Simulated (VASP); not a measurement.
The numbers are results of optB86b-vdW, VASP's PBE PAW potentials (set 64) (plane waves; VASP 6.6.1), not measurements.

The input files of a VASP run:

**KPOINTS**
```
Automatic mesh
0
Gamma
8 8 4
0 0 0
```

**POSCAR**
```
ZnO
1
    1.6297416352    -2.8227957568     0.0000000000
    1.6297416352     2.8227957568     0.0000000000
    0.0000000000     0.0000000000     5.2612324414
Zn O
2 2
Direct
  0.6666670000   0.3333330000   0.5012852950
  0.3333330000   0.6666670000   0.0012852950
  0.6666670000   0.3333330000   0.8807147050
  0.3333330000   0.6666670000   0.3807147050
```

### INCAR
```
SYSTEM = ZnO
PREC = Accurate
ENCUT = 520
EDIFF = 1E-7
NELM = 100
ALGO = Normal
LREAL = .FALSE.
LASPH = .TRUE.
ISMEAR = 0
SIGMA = 0.05
GGA = MK
PARAM1 = 0.1234
PARAM2 = 1.0
LUSE_VDW = .TRUE.
AGGAC = 0.0
LMAXMIX = 4
LWAVE = .FALSE.
LCHARG = .FALSE.
ISIF = 4
IBRION = 2
NSW = 30
EDIFFG = -0.01
```

POTCAR, in this order: Zn O (PBE.64 set). Program: vasp_std.

Problem. What does the run give for the energy per atom (σ→0)?

Solution. 
```yaml
energy per atom (σ→0): -2.206 eV/atom
```

OSZICAR:
```
...
       N       E                     dE             d eps       ncg     rms          rms(c)
DAV:   1    -0.882579513090E+01   -0.47559E-05   -0.16373E-02  1320   0.103E+00    0.349E-02
DAV:   2    -0.882583279017E+01   -0.37659E-04   -0.46517E-04  1464   0.211E-01    0.203E-02
DAV:   3    -0.882582862326E+01    0.41669E-05   -0.40148E-06  1602   0.292E-02    0.107E-02
DAV:   4    -0.882582739382E+01    0.12294E-05   -0.34601E-06  1628   0.279E-02    0.124E-03
DAV:   5    -0.882582749736E+01   -0.10354E-06   -0.13432E-06  1332   0.122E-02    0.962E-04
DAV:   6    -0.882582749486E+01    0.25002E-08   -0.20148E-08   660   0.247E-03
   2 F= -.88258275E+01 E0= -.88258275E+01  d E =-.371580E-04
```

The compound is ZnO in the wurtzite structure. This run relaxes it. Symmetry was kept, so distortions that lower it aren't found.
